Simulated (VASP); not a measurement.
Given:

```
MgI2
1.0
    2.11933    -3.67078     0.00000
    2.11933     3.67078     0.00000
    0.00000     0.00000     7.06463
Mg I
1 2
Direct
  0.00000   0.00000   0.00000
  0.33333   0.66667   0.24250
  0.66667   0.33333   0.75750
```

Computed with PBE GGA with D3 dispersion (zero damping), VASP's PBE PAW potentials (set 64) (plane waves; VASP). Run with 520 eV cut-off, 6×6×3 Γ-centred mesh, Gaussian smearing of 0.050 eV, potentials Mg I.

Task: The ions and cell shape at fixed volume are relaxed. What does this cell relax into?

Result: 
```
MgI2
1.0
    2.09565    -3.62977     0.00000
    2.09565     3.62977     0.00000
    0.00000     0.00000     7.22516
Mg I
1 2
Cartesian
  0.00000   0.00000   7.22516
  2.09565   1.20993   1.68173
  2.09565  -1.20993   5.54343
```
Space group P-3m1 (164), at a tolerance of 0.03 Å.

Task: How much energy does the relaxation gain?

Result: The energy (σ→0) changes by -6.3 meV/atom, in 6 ionic steps.

The compound is MgI2 in the 1T layered structure. This cell is one point of a volume scan, at 1.06 of the reference volume. Symmetry was kept, so distortions that lower it aren't found.
